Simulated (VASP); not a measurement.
Output of a VASP run:

**OSZICAR**
```
...
  10 F= -.21031219E+02 E0= -.21032333E+02  d E =-.429244E-02
       N       E                     dE             d eps       ncg     rms          rms(c)
DAV:   1    -0.211319191754E+02   -0.10070E+00   -0.93056E+00  1524   0.381E+01    0.240E+00
DAV:   2    -0.210611331873E+02    0.70786E-01   -0.83517E-01  1531   0.835E+00    0.106E+00
DAV:   3    -0.210315043142E+02    0.29629E-01   -0.95696E-02  1653   0.194E+00    0.374E-01
DAV:   4    -0.210311412270E+02    0.36309E-03   -0.83300E-03  1618   0.649E-01    0.166E-01
DAV:   5    -0.210309209297E+02    0.22030E-03   -0.11567E-03  1529   0.269E-01    0.815E-02
DAV:   6    -0.210309110669E+02    0.98627E-05   -0.11957E-04  1642   0.726E-02    0.478E-02
DAV:   7    -0.210309187455E+02   -0.76785E-05   -0.38481E-05  1596   0.416E-02    0.924E-03
DAV:   8    -0.210309190340E+02   -0.28852E-06   -0.41720E-06  1298   0.147E-02
  11 F= -.21030919E+02 E0= -.21031629E+02  d E =-.399221E-02
       N       E                     dE             d eps       ncg     rms          rms(c)
DAV:   1    -0.210611960675E+02   -0.30277E-01   -0.28575E+00  1510   0.214E+01    0.133E+00
DAV:   2    -0.210403221532E+02    0.20874E-01   -0.25789E-01  1527   0.466E+00    0.568E-01
DAV:   3    -0.210318800332E+02    0.84421E-02   -0.27430E-02  1657   0.101E+00    0.191E-01
DAV:   4    -0.210317641473E+02    0.11589E-03   -0.18134E-03  1700   0.272E-01    0.689E-02
DAV:   5    -0.210317511467E+02    0.13001E-04   -0.61561E-05  1668   0.542E-02    0.422E-02
DAV:   6    -0.210317539106E+02   -0.27639E-05   -0.34944E-05  1633   0.420E-02    0.141E-02
DAV:   7    -0.210317536860E+02    0.22460E-06   -0.74283E-06  1360   0.213E-02
  12 F= -.21031754E+02 E0= -.21032795E+02  d E =-.482687E-02
       N       E                     dE             d eps       ncg     rms          rms(c)
DAV:   1    -0.210518967107E+02   -0.20143E-01   -0.55412E-01  1506   0.866E+00    0.101E+00
DAV:   2    -0.210389281559E+02    0.12969E-01   -0.17051E-01  1513   0.354E+00    0.538E-01
DAV:   3    -0.210331684510E+02    0.57597E-02   -0.23896E-02  1503   0.134E+00    0.189E-01
DAV:   4    -0.210326852456E+02    0.48321E-03   -0.27719E-03  1552   0.275E-01    0.757E-02
DAV:   5    -0.210326469262E+02    0.38319E-04   -0.34305E-04  1724   0.136E-01    0.586E-02
DAV:   6    -0.210326554202E+02   -0.84940E-05   -0.25953E-05  1547   0.387E-02    0.271E-02
DAV:   7    -0.210326587987E+02   -0.33786E-05   -0.60824E-06  1613   0.176E-02    0.785E-03
DAV:   8    -0.210326589125E+02   -0.11380E-06   -0.58177E-07   754   0.571E-03
  13 F= -.21032659E+02 E0= -.21033625E+02  d E =-.905226E-03
       N       E                     dE             d eps       ncg     rms          rms(c)
DAV:   1    -0.210424507335E+02   -0.97919E-02   -0.27690E-01  1507   0.612E+00    0.714E-01
DAV:   2    -0.210359465488E+02    0.65042E-02   -0.85423E-02  1513   0.251E+00    0.381E-01
DAV:   3    -0.210330733304E+02    0.28732E-02   -0.11925E-02  1503   0.944E-01    0.133E-01
DAV:   4    -0.210328348355E+02    0.23849E-03   -0.13837E-03  1552   0.193E-01    0.535E-02
DAV:   5    -0.210328166244E+02    0.18211E-04   -0.17175E-04  1724   0.960E-02    0.414E-02
DAV:   6    -0.210328216611E+02   -0.50367E-05   -0.12886E-05  1547   0.273E-02    0.193E-02
DAV:   7    -0.210328238008E+02   -0.21397E-05   -0.29983E-06  1249   0.125E-02    0.558E-03
DAV:   8    -0.210328238873E+02   -0.86515E-07   -0.37358E-07   751   0.468E-03
  14 F= -.21032824E+02 E0= -.21033722E+02  d E =-.107020E-02
```

File OUTCAR:
```
------------------------ aborting loop because EDIFF is reached ----------------------------------------
  FORCE on cell =-STRESS in cart. coord.  units (eV):
  Direction    XX          YY          ZZ          XY          YZ          ZX
  --------------------------------------------------------------------------------------
  Total       -0.0263430     -0.0263430      0.0692720      0.0000000     -0.0000000     -0.0000000
  in kB       -0.4144192     -0.4144193      1.0897627      0.0000000     -0.0000000     -0.0000000
  external PRESSURE =       0.0869747 kB  Pullay stress =       0.0000000 kB
  volume of cell :      101.84
      direct lattice vectors                 reciprocal lattice vectors
     3.997635247  0.000000000  0.000000000     0.250147885  0.144422937 -0.000000000
    -1.998817623  3.462053965  0.000000000    -0.000000000  0.288845873 -0.000000000
     0.000000000  0.000000000  7.358670885     0.000000000 -0.000000000  0.135894106
 POSITION                                       TOTAL-FORCE (eV/Angst)
 -----------------------------------------------------------------------------------
     -0.00000      2.30804      0.07951         0.000000     -0.000000     -0.017272
      1.99882      1.15402      3.75884        -0.000000     -0.000000     -0.017272
     -0.00000      2.30804      2.68000         0.000000      0.000000      0.017272
      1.99882      1.15402      6.35933         0.000000      0.000000      0.017272
 -----------------------------------------------------------------------------------
    total drift:                               -0.002740      0.001581     -0.001083
  FREE ENERGIE OF THE ION-ELECTRON SYSTEM (eV)
  ---------------------------------------------------
  free  energy   TOTEN  =       -21.0328238873 eV

  energy  without entropy=      -21.0355196624  energy(sigma->0) =      -21.03372248

 reached required accuracy - stopping structural energy minimisation
```
(Selected blocks of OUTCAR.)

### POSCAR
```
RhTe
1
    4.1052442435     0.0000000000     0.0000000000
   -2.0526221218     3.5552461138    -0.0000000000
    0.0000000000     0.0000000000     7.0714207308
Rh Te
2 2
Direct
  0.3333330000   0.6666670000   0.0054694731
  0.6666670000   0.3333330000   0.5054694731
  0.3333330000   0.6666670000   0.3695305269
  0.6666670000   0.3333330000   0.8695305269
```

Question: Reconstruct the remaining input files.

Answer: Several could match; the one computed here: the input of the run itself, PBE GGA, plane waves, VASP's PBE PAW potentials (set 64).

**INCAR**
```
SYSTEM = RhTe
PREC = Accurate; ENCUT = 400; LREAL = .FALSE.
LASPH = .TRUE.
EDIFF = 1E-6; NELM = 100; ALGO = Normal
LMAXMIX = 4
ISMEAR = 1; SIGMA = 0.1
GGA = PE
IBRION = 2; NSW = 60; ISIF = 3
EDIFFG = -0.02
LWAVE = .FALSE.; LCHARG = .FALSE.
```

File KPOINTS:
```
Automatic mesh
0
Gamma
8 8 4
0 0 0
```

POTCAR, in this order: Rh_pv Te (PBE.64 set). Program: vasp_std.

The structure was generated: RhTe was put into the wurtzite type (P6_3mc), which need not be its known phase. This run relaxes it. Symmetry was kept, so distortions that lower it aren't found. The start is the result of an earlier pass.
